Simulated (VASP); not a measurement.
Al15NiN16 (a cell with a defect), 32 atoms in the cell. The cell holds a defect, 32 atoms: a = 6.220 Å, b = 6.220 Å, c = 9.960 Å, α = 90.00°, β = 90.00°, γ = 120.00°. 

- Program: VASP 6.6.1
- Task: single point
- Functional: PBEsol
- Potentials or basis: VASP PAW PBE potentials, release 64 (Ni, Al, N)
- Cutoff: 450 eV
- k mesh: 3 × 3 × 2
- Occupations: gaussian, width 0.03 eV
- Spin: collinear spin, ferromagnetic start
- Fixed moment: 1 μB
- Hubbard terms: Ni d U = 5 eV
- Dq: 0
- Further INCAR settings: LREAL = Auto; ALGO = Normal; EDIFF = 1e-05

Potentials or basis: VASP PAW PBE potentials, release 64 (Ni, Al, N).

The run is started by

```console
$ cat potpaw_PBE.64/Ni/POTCAR potpaw_PBE.64/Al/POTCAR potpaw_PBE.64/N/POTCAR > POTCAR
$ mpirun -np 8 vasp_std > vasp.out
```

Hardware: 8 MPI ranks on AMD EPYC 9R45 96-Core Processor (Zen 5) (shared host).

**Question.** Estimate the wall time of this run.

**Answer.** Wall time 80 s on 8 MPI ranks on AMD EPYC 9R45 96-Core Processor (Zen 5), with other jobs on the host, peak memory 0.41 GiB a rank. Counts: scf iterations 16, k points 6.
